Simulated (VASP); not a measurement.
Given:

```yaml
crystal:
  lattice:
    - [3.57151, 0.00000, 0.00000]
    - [0.00000, 3.57151, 0.00000]
    - [0.00000, 0.00000, 3.57151]
  atoms:
    - { symbol: Hf, position: [0.00000, 0.00000, 0.00000] }
    - { symbol: Sb, position: [0.50000, 0.50000, 0.50000] }
```

These are PBE GGA with D3 dispersion (Becke-Johnson damping), VASP's PBE PAW potentials (set 64) (plane waves; VASP) values and carry that method's errors. Settings: 400 eV cut-off, 9×9×9 Γ-centred mesh, first-order Methfessel-Paxton smearing of 0.10 eV, potentials Hf_pv Sb.

Unless said otherwise, spin-orbit coupling is left out, though it shifts the bands of the heavy elements here.

**Question.** Predict the energy per atom (σ→0), pressure, band gap (on the k-mesh) with the smallest direct gap where there is one.

**Answer.** 
```yaml
band gap (on the k-mesh): none (metal, semimetal or under 0.01 eV)
energy per atom (σ→0): -7.846 eV/atom
pressure: -6.31 GPa
```

The absolute energy has meaning only against runs of the same code, potentials and settings.

The structure was generated: HfSb was put into the CsCl type (Pm-3m), which need not be its known phase. The cell was not relaxed at this level. The run is one of a series of settings (IVDW = 12 against the base run), some of them coarse on purpose. The electron count is odd and the run is not spin-polarised, which forces a metal.
